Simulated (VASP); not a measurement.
VASP ran on this input.

INCAR:
```
! general
SYSTEM   = CdTe
PREC     = Accurate
ENCUT    = 520
LREAL    = .FALSE.
LASPH    = .TRUE.
ISYM     = 3

! electronic loop
EDIFF    = 1E-6
NELM     = 60
ALGO     = Normal
LMAXMIX  = 4

! smearing
ISMEAR   = 0
SIGMA    = 0.05

! functional
GGA      = PE
LHFCALC  = .TRUE.
AEXX     = 0.25
HFSCREEN = 0.2
PRECFOCK = Fast

! ions
ISIF     = 2

! output
LWAVE    = .FALSE.
LCHARG   = .FALSE.
```

### KPOINTS
```
Automatic
0
Gamma
 6 6 6
```

**POSCAR**
```
CdTe
1
    0.0000000000     3.3452335256     3.3452335256
    3.3452335256     0.0000000000     3.3452335256
    3.3452335256     3.3452335256     0.0000000000
Cd Te
1 1
Direct
  0.0000000000   0.0000000000   0.0000000000
  0.2500000000   0.2500000000   0.2500000000
```

POTCAR, in this order: Cd Te (PBE.64 set). Program: vasp_std. Read from the step before: WAVECAR.

Q: Write an equivalent input for Ansatz.

A: One equivalent input (not run):
Ansatz 0.2 input:
```yaml
crystal:
  lattice:
    - [0.0000000, 3.3452335, 3.3452335]
    - [3.3452335, 0.0000000, 3.3452335]
    - [3.3452335, 3.3452335, 0.0000000]
  atoms:
    - { symbol: Cd, position: [0.0000000, 0.0000000, 0.0000000] }
    - { symbol: Te, position: [0.2500000, 0.2500000, 0.2500000] }
kpoints:
  mp_grid: { grid: [6, 6, 6] }
hamiltonian:
  xc: hse06
  pseudopotentials: { kind: paw }
scf:
  occupations: { method: gaussian, width: 0.05 }
  max_iter: 60
output: { forces: true, stress: true, eigenvalues: true }
```
Limits of the translation: each code has its own PAW files, so the cut-off isn't converted (ENCUT is set for VASP's; basis.ecutwfc is left out, and Ansatz then takes the one that its files recommend); Ansatz stops its SCF on the density residual and VASP on the energy change (EDIFF); Ansatz's hse06 screens at 0.11 per bohr (0.208 per Å), slightly more than HFSCREEN = 0.2.

The compound is CdTe in the zinc blende structure. This cell is one point of a volume scan, at 1.03 of the reference volume.
